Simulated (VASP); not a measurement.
An input for Quantum ESPRESSO's pw.x (written as the equivalent of a VASP run, and not itself run):

```
&CONTROL
  calculation = 'vc-relax'
  pseudo_dir = './pseudo'
  outdir = './out'
  tprnfor = .true.
  tstress = .true.
  nstep = 60
  forc_conv_thr = 0.00078
/
&SYSTEM
  ibrav = 0
  nat = 6
  ntyp = 2
  ecutwfc = 80
  occupations = 'smearing'
  smearing = 'gaussian'
  degauss = 0.003675
  input_dft = 'pbe'
  vdw_corr = 'grimme-d3'
  dftd3_version = 3
  dftd3_threebody = .false.
/
&ELECTRONS
  conv_thr = 7.3e-08
  electron_maxstep = 100
/
&IONS
/
&CELL
/
ATOMIC_SPECIES
  Mo 95.950 Mo.upf
  S 32.060 S.upf
CELL_PARAMETERS angstrom
     1.5813417   -2.7389638    0.0000000
     1.5813417    2.7389638   -0.0000000
     0.0000000    0.0000000   12.2083298
ATOMIC_POSITIONS crystal
  Mo   0.3333330  0.6666670  0.2500000
  Mo   0.6666670  0.3333330  0.7500000
  S    0.3333330  0.6666670  0.8781114
  S    0.6666670  0.3333330  0.3781114
  S    0.6666670  0.3333330  0.1218886
  S    0.3333330  0.6666670  0.6218886
K_POINTS automatic
  7 7 2 0 0 0
```

Translate this input to VASP (INCAR, KPOINTS, POSCAR, choice of POTCAR).

This is not unique; one that fits is 
INCAR:
```
! general
SYSTEM  = MoS2
PREC    = Accurate
ENCUT   = 520
LREAL   = .FALSE.
LASPH   = .TRUE.

! electronic loop
EDIFF   = 1E-6
NELM    = 100
ALGO    = Normal
LMAXMIX = 4

! smearing
ISMEAR  = 0
SIGMA   = 0.05

! functional
GGA     = PE
IVDW    = 11

! ions
IBRION  = 2
NSW     = 60
ISIF    = 3
EDIFFG  = -0.02

! output
LWAVE   = .FALSE.
LCHARG  = .FALSE.
```

POSCAR:
```
MoS2
1
    1.5813416536    -2.7389638115     0.0000000000
    1.5813416536     2.7389638115    -0.0000000000
    0.0000000000     0.0000000000    12.2083298123
Mo S
2 4
Direct
  0.3333330000   0.6666670000   0.2500000000
  0.6666670000   0.3333330000   0.7500000000
  0.3333330000   0.6666670000   0.8781113582
  0.6666670000   0.3333330000   0.3781113582
  0.6666670000   0.3333330000   0.1218886418
  0.3333330000   0.6666670000   0.6218886418
```

**KPOINTS**
```
Automatic mesh
0
Gamma
  7 7 2
```

POTCAR, in this order: Mo_sv S (PBE.64 set). Program: vasp_std.

The two are equivalent in intent, not identical: the potentials are each code's own (VASP's PAW set, PseudoDojo norm-conserving files in pw.x), so ENCUT and ecutwfc are chosen apart and not converted; conv_thr bounds pw.x's estimated SCF error, while EDIFF bounds the energy change between steps; forc_conv_thr acts on force components and is met together with etot_conv_thr.

The compound is MoS2 in the 2H layered structure. This run relaxes it. Symmetry was kept, so distortions that lower it aren't found. The start is the result of an earlier pass.
